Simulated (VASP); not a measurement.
VASP ran on this input.

**POSCAR**
```
InSb
1.0
  4.1934485513  -0.0000000327   0.0000000000
 -2.0967248315   3.6316334392   0.0000000000
  0.0000000000   0.0000000000   3.8149669731
In Sb
1 1
Cartesian
  0.0000000000   0.0000000000   0.0000000000
  2.0967261871   1.2105432474   1.9074834866
```

**KPOINTS**
```
Regular mesh
0
gamma
  9 9 9
```

**INCAR**
```
ALGO = Normal
EDIFF = 1E-6
EDIFFG = -0.01
ENCUT = 400
IBRION = 2
ISIF = 3
ISMEAR = 1
LASPH = .TRUE.
LCHARG = .FALSE.
LMAXMIX = 4
LMIXTAU = .TRUE.
LREAL = .FALSE.
LWAVE = .FALSE.
METAGGA = R2SCAN
NELM = 100
NSW = 60
PREC = Accurate
SIGMA = 0.1
SYSTEM = InSb
```

POTCAR, in this order: In_d Sb (PBE.64 set). Program: vasp_std.

Task: Translate this r2SCAN calculation to Ansatz.

Result: One equivalent input (not run):
Ansatz 0.2 input:
```yaml
crystal:
  lattice:
    - [4.1934486, -0.0000000, 0.0000000]
    - [-2.0967248, 3.6316334, 0.0000000]
    - [0.0000000, 0.0000000, 3.8149670]
  atoms:
    - { symbol: In, position: [0.0000000, 0.0000000, 0.0000000] }
    - { symbol: Sb, position: [0.6666670, 0.3333330, 0.5000000] }
kpoints:
  mp_grid: { grid: [9, 9, 9] }
hamiltonian:
  xc: r2scan
  pseudopotentials: { kind: paw }
scf:
  occupations: { method: methfessel_paxton, width: 0.1 }
  max_iter: 100
relax:
  max_steps: 60
  f_tol: 0.01
  cell: {}
output: { forces: true, stress: true, eigenvalues: true }
```
What does not carry over: each code has its own PAW files, so the cut-off isn't converted (ENCUT is set for VASP's; basis.ecutwfc is left out, and Ansatz then takes the one that its files recommend); Ansatz stops its SCF on the density residual and VASP on the energy change (EDIFF).

The structure was generated: InSb was put into the WC type (P-6m2), which need not be its known phase. This run relaxes it. Symmetry was kept, so distortions that lower it aren't found. The start is the result of an earlier pass.
